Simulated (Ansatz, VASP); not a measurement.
# Cross-check of C20N between VASP and Ansatz

One calculation is typed for both programs; each brings its own data sets. How far apart do they land? The cell is taken from a series of runs on this material, whose earlier steps may have relaxed, scaled, displaced or heated it; both programs get it as it stands.

Method: plane waves, with VASP 6.6.1 beside it; single point at HSE06, in Ansatz 0.2.0.

### Step 1. Starting point

The cell holds 63 atoms: 60 C and 3 N. Its edges and angles: a = 7.143 Å, b = 7.143 Å, c = 7.143 Å, α = 90.0°, β = 90.0°, γ = 90.0°. It derives from C (C (Fd-3m)). Nearest the centre at fractional (0.500, 0.500, 0.500): N62 at 1.68 Å, N61 at 1.69 Å, N63 at 1.69 Å, C57 at 1.72 Å, C18 at 2.50 Å, C12 at 2.51 Å, C32 at 2.51 Å, C54 at 2.51 Å.

As a file:

```cif
data_structure
_symmetry_space_group_name_H-M 'P 1'
_symmetry_Int_Tables_number 1
_cell_length_a 7.1431
_cell_length_b 7.1431
_cell_length_c 7.1431
_cell_angle_alpha 90.000
_cell_angle_beta 90.000
_cell_angle_gamma 90.000
_cell_volume 364.47
loop_
_atom_site_label
_atom_site_type_symbol
_atom_site_fract_x
_atom_site_fract_y
_atom_site_fract_z
_atom_site_occupancy
C1 C 0.00022 0.99950 0.00004 1
C2 C 0.00260 0.25017 0.25071 1
C3 C 0.25088 0.00187 0.25071 1
C4 C 0.25088 0.25016 0.00243 1
C5 C 0.12607 0.12534 0.12590 1
C6 C 0.12882 0.37760 0.37815 1
C7 C 0.37832 0.12810 0.37815 1
C8 C 0.37832 0.37760 0.12865 1
C9 C 0.00049 0.99978 0.50000 1
C10 C 0.99901 0.24926 0.74974 1
C11 C 0.24998 0.99829 0.74974 1
C12 C 0.25229 0.25157 0.50630 1
C13 C 0.12442 0.12370 0.62530 1
C14 C 0.12406 0.37467 0.87671 1
C15 C 0.37539 0.12335 0.87670 1
C16 C 0.00049 0.49946 0.00032 1
C17 C 0.99901 0.74920 0.24981 1
C18 C 0.25230 0.50576 0.25213 1
C19 C 0.24999 0.74919 0.99883 1
C20 C 0.12442 0.62476 0.12425 1
C21 C 0.12406 0.87616 0.37522 1
C22 C 0.37540 0.87616 0.12388 1
C23 C 0.00039 0.49965 0.50020 1
C24 C 0.00159 0.74889 0.74943 1
C25 C 0.25107 0.49396 0.74976 1
C26 C 0.25107 0.74921 0.49452 1
C27 C 0.12807 0.62203 0.62259 1
C28 C 0.12539 0.87403 0.87458 1
C29 C 0.37613 0.62258 0.87352 1
C30 C 0.37613 0.87298 0.62312 1
C31 C 0.50017 0.99978 0.00031 1
C32 C 0.50647 0.25158 0.25212 1
C33 C 0.74992 0.99829 0.24980 1
C34 C 0.74992 0.24926 0.99883 1
C35 C 0.62548 0.12370 0.12424 1
C36 C 0.87687 0.12335 0.37522 1
C37 C 0.87688 0.37468 0.12388 1
C38 C 0.50037 0.99968 0.50019 1
C39 C 0.49468 0.25037 0.74975 1
C40 C 0.74960 0.00087 0.74943 1
C41 C 0.74993 0.25036 0.49451 1
C42 C 0.62276 0.12735 0.62258 1
C43 C 0.62330 0.37541 0.87352 1
C44 C 0.87475 0.12467 0.87458 1
C45 C 0.87370 0.37541 0.62313 1
C46 C 0.50037 0.49965 0.00022 1
C47 C 0.49468 0.74922 0.25090 1
C48 C 0.74993 0.49396 0.25090 1
C49 C 0.74960 0.74889 0.00142 1
C50 C 0.62276 0.62203 0.12790 1
C51 C 0.62330 0.87298 0.37595 1
C52 C 0.87369 0.62258 0.37595 1
C53 C 0.87476 0.87404 0.12521 1
C54 C 0.50078 0.74837 0.74891 1
C55 C 0.74909 0.50007 0.74892 1
C56 C 0.74909 0.74837 0.50061 1
C57 C 0.63894 0.63822 0.63876 1
C58 C 0.62443 0.87579 0.87633 1
C59 C 0.87650 0.62372 0.87633 1
C60 C 0.87651 0.87579 0.62425 1
N61 N 0.36469 0.36398 0.63789 1
N62 N 0.36468 0.63738 0.36450 1
N63 N 0.63806 0.36398 0.36452 1
```

### Step 2. Ansatz: single point, HSE06

Ansatz runs on its default PAW (the set named soft_2) files.

With cell and atoms fixed, the geometry can't cause a difference; cores, projectors, grids and the points listed under the comparison can.

input.yaml reads:

```yaml
crystal:
  checkpoint: "../q0_M1.relax_smeared.run"
  host: checkpoint
basis:
  ecutwfc: 420
  xc_grid: 2
hamiltonian:
  xc: hse06
kpoints:
  mp_grid: { grid: [1, 1, 1] }
magnetization:
  spin_polarized: true
  initial_magnetization: 1
  spin_locking: { lock_magnetization: hard }
scf:
  occupations: { method: fermi_dirac, width: 0.01 }
  max_iter: 100
output:
  forces: true
  eigenvalues: true
  charged_corrections:
    epsilon: 5.85
    static_epsilon: 5.85
    defect_position: [0.5, 0.5, 0.5]
  eigenstates: { localisation: true }
  populations: true
  efg: {}
  write_density: true
  write_potential: true
  volumetric_format: npy
checkpoint:
  read: "../q0_M1.relax_smeared.run"
  write: "../q0_M1.point.run"
  compress: false
  write_wavefunctions: false
  write_every: 100000
```

Command:

```bash
$ ansatz run input.yaml --threads 4 --pin off --max-ram 11304MiB --backend cpu --events-out ev --progress --plain --runs-dir out
```

The log of the run:

```text
Warning: the atoms were moved onto the symmetric positions of the space group found under crystal.symmetry.tolerance 1.0e-5 (fractional; no operation is sought that the atoms, as they stand in a round, miss by more than twice it, and no atom is moved by as much as it), and the run uses the moved positions. Before a round's move an operation carried an atom to 6.90e-5 Å from where it should land, the largest such dist [...]
[...]
atom  49  C  V_zz =    +0.121790   η = 0.2687   by run symmetry: allowed
            electrostatic potential = -418.422612 V   contact ρ = 863.958693 e/Å³   contact ρ_s (e/Å³): all electrons -0.010922, valence -0.012230
  atom  50  C  V_zz =    +1.714904   η = 0.0758   by run symmetry: allowed
            electrostatic potential = -417.643378 V   contact ρ = 863.999571 e/Å³   contact ρ_s (e/Å³): all electrons -0.010540, valence -0.011851
  atom  51  C  V_zz =    +1.714805   η = 0.0758   by run symmetry: allowed
            electrostatic potential = -417.643477 V   contact ρ = 863.999655 e/Å³   contact ρ_s (e/Å³): all electrons -0.010540, valence -0.011852
  atom  52  C  V_zz =    +0.312893   η = 0.6602   by run symmetry: allowed
            electrostatic potential = -418.254394 V   contact ρ = 864.005869 e/Å³   contact ρ_s (e/Å³): all electrons -0.019427, valence -0.021922
  atom  53  C  V_zz =    -0.325059   η = 0.0729   by run symmetry: allowed
            electrostatic potential = -418.259235 V   contact ρ = 864.013302 e/Å³   contact ρ_s (e/Å³): all electrons +0.011534, valence +0.013803
  atom  54  C  V_zz =    +0.210434   η = 0.6732   by run symmetry: allowed
            electrostatic potential = -418.363459 V   contact ρ = 864.004750 e/Å³   contact ρ_s (e/Å³): all electrons +0.031864, valence +0.039052
  atom  55  C  V_zz =    +0.210498   η = 0.6729   by run symmetry: allowed
            electrostatic potential = -418.363470 V   contact ρ = 864.004769 e/Å³   contact ρ_s (e/Å³): all electrons +0.031871, valence +0.039061
  atom  56  C  V_zz =    +0.095830   η = 0.4371   by run symmetry: allowed
            electrostatic potential = -418.414131 V   contact ρ = 864.017754 e/Å³   contact ρ_s (e/Å³): all electrons +0.009608, valence +0.010709
  atom  57  C  V_zz =    -0.674081   η = 0.5433   by run symmetry: allowed
            electrostatic potential = -418.521247 V   contact ρ = 863.969138 e/Å³   contact ρ_s (e/Å³): all electrons -0.158748, valence -0.174442
  atom  58  C  V_zz =    -0.673960   η = 0.5425   by run symmetry: allowed
            electrostatic potential = -418.521371 V   contact ρ = 863.969099 e/Å³   contact ρ_s (e/Å³): all electrons -0.158748, valence -0.174437
  atom  59  C  V_zz =    -0.674081   η = 0.5433   by run symmetry: allowed
            electrostatic potential = -418.521247 V   contact ρ = 863.969138 e/Å³   contact ρ_s (e/Å³): all electrons -0.158748, valence -0.174442
  atom  60  C  V_zz =    -0.383904   η = 0.0004   by run symmetry: allowed
            electrostatic potential = -419.634011 V   contact ρ = 864.789712 e/Å³   contact ρ_s (e/Å³): all electrons +1.247696, valence +1.760119
  atom  61  C  V_zz =    -0.221581   η = 0.3053   by run symmetry: allowed
            electrostatic potential = -418.373696 V   contact ρ = 864.130318 e/Å³   contact ρ_s (e/Å³): all electrons +0.252927, valence +0.282781
  atom  62  C  V_zz =    -0.221339   η = 0.3073   by run symmetry: allowed
            electrostatic potential = -418.373751 V   contact ρ = 864.130278 e/Å³   contact ρ_s (e/Å³): all electrons +0.252919, valence +0.282767
  atom  63  C  V_zz =    -0.221581   η = 0.3053   by run symmetry: allowed
            electrostatic potential = -418.373696 V   contact ρ = 864.130318 e/Å³   contact ρ_s (e/Å³): all electrons +0.252927, valence +0.282781
--- Band table (eV) ---
  k-point 0 ↑: bands = ["-11.4311", "-9.6898", "-9.6897", "-9.2020", "-8.7619", "-8.7619", "-8.5379", "-7.4894", "-7.4893", "-6.8890", "-6.4477", "-6.4477", "-6.4085", "-6.3689", "-6.3688", "-6.2934", "-6.2488", "-6.2488", "-5.8757", "-5.2568", "-5.2359", "-5.2359", "-4.8578", "-2.4755", "-2.4754", "-2.3066", "-2.2709", "-2.2709", "-2.2168", "-1.9049", "-1.9048", "-1.7108", "-1.4904", "-1.3746", "-1.3746", "-1.2106", [...]
  k-point 0 ↓: bands = ["-11.4123", "-9.6738", "-9.6737", "-9.1693", "-8.7504", "-8.7503", "-8.4662", "-7.4796", "-7.4796", "-6.8245", "-6.4346", "-6.4346", "-6.4053", "-6.3585", "-6.3585", "-6.2799", "-6.2334", "-6.2334", "-5.7861", "-5.2384", "-5.2236", "-5.2236", "-4.7273", "-2.4609", "-2.4608", "-2.2951", "-2.2615", "-2.2615", "-2.1997", "-1.8933", "-1.8932", "-1.6383", "-1.4687", "-1.3563", "-1.3562", "-1.2096", [...]
--- Löwdin populations: 63 sites ---
  site symbol       q [e]    m [muB]
     0      C      3.9892     0.0002
     1      C      3.9884     0.0003
     2      C      3.9884     0.0003
     3      C      3.9884     0.0003
     4      C      3.9835     0.0007
     5      C      3.9882     0.0020
     6      C      3.9882     0.0020
     7      C      3.9882     0.0020
     8      C      3.9891     0.0056
     9      C      3.9888    -0.0013
    10      C      3.9888    -0.0013
    11      C      3.8814     0.0017
    12      C      3.9974     0.0054
    13      C      3.9974     0.0012
    14      C      3.9974     0.0012
    15      N      5.2135     0.0223
    16      C      3.9891     0.0056
    17      C      3.9888    -0.0013
    18      C      3.8814     0.0017
    19      C      3.9888    -0.0013
    20      C      3.9974     0.0054
    21      C      3.9974     0.0012
    22      N      5.2135     0.0223
    23      C      3.9974     0.0012
[...]
55      C      3.9839     0.0018
    56      C      3.9793    -0.0370
    57      C      3.9793    -0.0370
    58      C      3.9793    -0.0370
    59      C      4.0080     0.8057
    60      C      3.9831     0.0478
    61      C      3.9831     0.0478
    62      C      3.9831     0.0478
  spilling = 0.003975 (of n_electrons = 255.000000)
```

### Step 3. VASP: single point, HSE06

The same cell, functional, mesh and smearing now go to VASP, with its own data sets.

Lines of VASP's logs that name or quote its potential files are left out, and so is its time.

The run reads the wave functions of an earlier VASP run, which isn't shown here.

INCAR reads:

```
SYSTEM = C20N
PREC = Accurate
ENCUT = 520
EDIFF = 1E-06
NELM = 100
ISMEAR = -1
SIGMA = 0.01
LREAL = Auto
ALGO = Normal
LHFCALC = .TRUE.
AEXX = 0.25
GGA = PE
HFSCREEN = 0.208
LASPH = .TRUE.
NBANDS = 171
ISPIN = 2
MAGMOM = 0 0 0 0 0 0 0 0 0 -0 -0 0 0 0 0 0 -0 0 -0 0 0 0 -0 -0 -0 -0 0 0 0.01 0.01 0 0 -0 -0 0 0 0 -0 -0 -0 -0 0 0.01 0 0.01 -0 -0 -0 -0 0 0.01 0.01 0 -0.01 -0.01 -0.01 0.34 0.03 0.03 0.03 0.02 0.02 0.02
PRECFOCK = Fast
LORBIT = 11
LWAVE = .FALSE.
LCHARG = .FALSE.
ISIF = 2
NUPDOWN = 1
```

POSCAR reads:

```
C20N
1.0
    7.1431247189      0.0000000000      0.0000000000
    0.0000000000      7.1431247189      0.0000000000
    0.0000000000      0.0000000000      7.1431247189
C N
60 3
Direct
    0.0002213762      0.9994979539      0.0000421986
    0.0026005337      0.2501668661      0.2507051224
    0.2508819728      0.0018749423      0.2507101242
    0.2508772091      0.2501626355      0.0024317787
    0.1260677916      0.1253435020      0.1258974766
    0.1288243437      0.3776031544      0.3781505661
    0.3783239183      0.1280978815      0.3781460171
    0.3783245446      0.3776049828      0.1286463007
    0.0004871351      0.9997846309      0.4999998780
    0.9990109100      0.2492649859      0.7497429921
    0.2499821449      0.9982899093      0.7497393383
    0.2522946672      0.2515739004      0.5063016956
    0.1244205189      0.1237036342      0.6253046686
    0.1240578342      0.3746715701      0.8767131990
    0.3753890205      0.1233493964      0.8766998805
    0.0004906152      0.4994591934      0.0003184762
    0.9990116034      0.7491973321      0.2498098533
    0.2522981437      0.5057571862      0.2521261931
    0.2499874198      0.7491931154      0.9988344779
    0.1244245663      0.6247558866      0.1242493926
    0.1240551809      0.8761629286      0.3752236310
    0.3753950730      0.8761634274      0.1238793371
    0.0003945665      0.4996492880      0.5001959197
    0.0015879628      0.7488882764      0.7494273881
    0.2510745900      0.4939589847      0.7497625692
    0.2510739824      0.7492117965      0.4945150030
    0.1280715556      0.6220334037      0.6225871316
    0.1253893562      0.8740332078      0.8745805628
    0.3761333052      0.6225770432      0.8735175092
    0.3761314792      0.8729774157      0.6231238111
    0.5001741317      0.9997823330      0.0003140417
    0.5064713105      0.2515759379      0.2521155722
    0.7499161108      0.9982925571      0.2498046777
    0.7499190335      0.2492614143      0.9988331276
    0.6254751303      0.1237041974      0.1242447633
    0.8768727839      0.1233503281      0.3752168548
    0.8768790189      0.3746758861      0.1238841645
    0.5003723560      0.9996779599      0.5001932103
    0.4946810621      0.2503665344      0.7497506459
    0.7496047694      0.0008662140      0.7494294088
    0.7499278172      0.2503618617      0.4945106689
    0.6227555461      0.1273506233      0.6225823318
    0.6233049530      0.3754105405      0.8735211095
    0.8747538327      0.1246664200      0.8745773105
    0.8736974102      0.3754131421      0.6231303696
    0.5003731571      0.4996465783      0.0002190749
    0.4946846441      0.7492166249      0.2508991350
    0.7499318672      0.4939616921      0.2509010962
    0.7496018812      0.7488858557      0.0014175455
    0.6227559176      0.6220326823      0.1278995672
    0.6233048545      0.8729786764      0.3759509236
    0.8736934282      0.6225804641      0.3759541370
    0.8747552439      0.8740384765      0.1252100082
    0.5007791117      0.7483664913      0.7489091761
    0.7490910365      0.5000667828      0.7489168365
    0.7490883574      0.7483696971      0.5006050114
    0.6389418462      0.6382179062      0.6387626555
    0.6244301449      0.8757852740      0.8763323853
    0.8765009817      0.6237172483      0.8763295451
    0.8765050019      0.8757891760      0.6242538126
    0.3646851977      0.3639774938      0.6378948330
    0.3646768179      0.6373770314      0.3644999511
    0.6380636107      0.3639763061      0.3645159680
```

KPOINTS reads:

```
Automatic mesh
0
Gamma
1 1 1
0 0 0
```

The projector-augmented-wave data sets are C and N (PBE family, release 64).

Command:

```bash
$ export OMP_NUM_THREADS=4
$ mpirun -np 1 vasp_gam
```

The log of the run:

```text
[banner, memory and clock lines left out]
running    1 mpi-ranks, on    1 nodes
[...]
Offloading initialized ...    1 GPUs detected
[...]
LDA part: xc-table for (Slater+PW92), standard interpolation
 found WAVECAR, reading the header
 POSCAR, INCAR and KPOINTS ok, starting setup
[...]
reading WAVECAR
 the WAVECAR file was read successfully
 initial charge from wavefunction
 entering main loop
       N       E                     dE             d eps       ncg     rms          rms(c)
DAV:   1    -0.653907211125E+03   -0.65391E+03   -0.87075E+00   704   0.796E+00    0.408E+00
DAV:   2    -0.653937678839E+03   -0.30468E-01   -0.18833E-01   776   0.109E+00    0.247E+00
DAV:   3    -0.653918951809E+03    0.18727E-01   -0.20984E-02   816   0.391E-01    0.134E+00
DAV:   4    -0.653913959065E+03    0.49927E-02   -0.68431E-03   840   0.213E-01    0.713E-01
[...]
DAV:   9    -0.653911924447E+03    0.10179E-04   -0.60551E-06   800   0.753E-03    0.341E-02
DAV:  10    -0.653911921990E+03    0.24567E-05   -0.16009E-06   512   0.392E-03    0.191E-02
DAV:  11    -0.653911921607E+03    0.38283E-06   -0.52917E-07   424   0.247E-03
   1 F= -.65391192E+03 E0= -.65391192E+03  d E =-.121100E-10  mag=     1.0000
```

OUTCAR, selected parts (step 3):

```text
  FREE ENERGIE OF THE ION-ELECTRON SYSTEM (eV)
  ---------------------------------------------------
  free  energy   TOTEN  =      -653.9119216075 eV

  energy  without entropy=     -653.9119216075  energy(sigma->0) =     -653.91192161

 magnetization (x)
# of ion       s       p       d       tot
------------------------------------------
    1       -0.000   0.000   0.000   0.000
    2        0.000   0.000   0.000   0.000
    3        0.000   0.000   0.000   0.000
    4        0.000   0.000   0.000   0.000
    5        0.000   0.001   0.000   0.001
    6        0.000   0.001   0.000   0.001
    7        0.000   0.001   0.000   0.001
    8        0.000   0.001   0.000   0.001
    9        0.000   0.005   0.000   0.006
   10       -0.000  -0.001   0.000  -0.001
   11       -0.000  -0.001   0.000  -0.001
   12        0.000   0.002   0.000   0.002
   13        0.000   0.005   0.000   0.005
[...]
--------------------------------------------------
tot          0.063   0.573   0.000   0.636

[... 1 further part left out ...]
```

The run ends at a pressure of -8.72 GPa, with forces up to 0.032 eV/Å.

### Step 4. Comparison

Known differences besides the potentials themselves: exact exchange at q = 0 is treated differently, which shows on coarse meshes; VASP keeps PBE cores, Ansatz makes them for the functional; the cutoff is 420 eV in Ansatz and 520 eV in VASP (PREC = Accurate, projectors in real space); VASP takes a coarser grid for exact exchange (PRECFOCK = Fast); site moments are counted in spheres of each program's own size. Total energies have different zeros and are not compared.

The two programs side by side:

```csv
quantity,Ansatz,VASP,difference
"total moment, fixed by the input (μB)",1.00,1.00,0.00
moment on C57 (μB),0.34,0.45,-0.11
```

At this near-relaxed geometry the largest component of a force difference is 31 meV/Å.

### Step 5. Results

| Item | Value |
| --- | --- |
| difference in moment on C57 (single point, HSE06) | -0.11 μB |
| r.m.s. force difference (single point, HSE06) | 7.9 meV/Å |

What this shows: The r.m.s. force difference is 7.9 meV/Å (single point, HSE06), within the 12 meV/Å picked in this series as the mark of a large difference. How closely two codes agree says nothing of how well the functional describes the real material.

[Lines on the potential files, build, host, timing and source positions are cut from VASP's logs without a mark.]

[Logs are printed without paths, hosts, clocks, repeated set-up lines and the standing remarks that a program may print on its own settings, such as how far it seeks lower states.]

[Hosts, paths, dates, database ids (printed as entryN), source tags and the programs' standing remarks are cut or masked in the printed files.]
